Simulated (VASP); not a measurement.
An input for Ansatz (written as the equivalent of a VASP run, and not itself run):

Ansatz 0.2 input:
```yaml
crystal:
  lattice:
    - [2.9071625, 0.0000000, 0.0000000]
    - [0.0000000, 2.9071625, 0.0000000]
    - [0.0000000, 0.0000000, 2.9071625]
  atoms:
    - { symbol: Al, position: [0.5000000, 0.5000000, 0.5000000] }
    - { symbol: Co, position: [0.0000000, 0.0000000, 0.0000000] }
kpoints:
  mp_grid: { grid: [13, 13, 13] }
hamiltonian:
  xc: pbe
  pseudopotentials: { kind: paw }
scf:
  occupations: { method: methfessel_paxton, width: 0.1 }
  max_iter: 100
output: { forces: true, stress: true, eigenvalues: true }
```

Task: Translate this input to VASP (INCAR, KPOINTS, POSCAR, choice of POTCAR).

Result: Several could match; the one computed here: 
**INCAR**
```
LMAXMIX=4   # l cut-off of mixed one-centre charges
LASPH=T
LCHARG=F
LREAL=F
SIGMA=0.1
EDIFF=1E-7   # SCF stop (eV)
SYSTEM=CoAl
LWAVE=F
ALGO=Normal
GGA=PE
ISMEAR=1   # Methfessel-Paxton
ENCUT=520   # plane-wave cut-off (eV)
NELM=100   # most electronic steps
PREC=Accurate
ISIF=2
```

KPOINTS:
```
Automatic mesh
0
Gamma
13 13 13
0 0 0
```

**POSCAR**
```
CoAl
1
    2.9071625372     0.0000000000     0.0000000000
    0.0000000000     2.9071625372     0.0000000000
    0.0000000000     0.0000000000     2.9071625372
Al Co
1 1
Direct
  0.5000000000   0.5000000000   0.5000000000
  0.0000000000   0.0000000000   0.0000000000
```

POTCAR, in this order: Al Co (PBE.64 set). Program: vasp_std.

What does not carry over: each code has its own PAW files, so the cut-off isn't converted (ENCUT is set for VASP's; basis.ecutwfc is left out, and Ansatz then takes the one that its files recommend); Ansatz stops its SCF on the density residual and VASP on the energy change (EDIFF).

The compound is CoAl in the CsCl type structure. This cell is one point of a volume scan, at 1.06 of the reference volume.
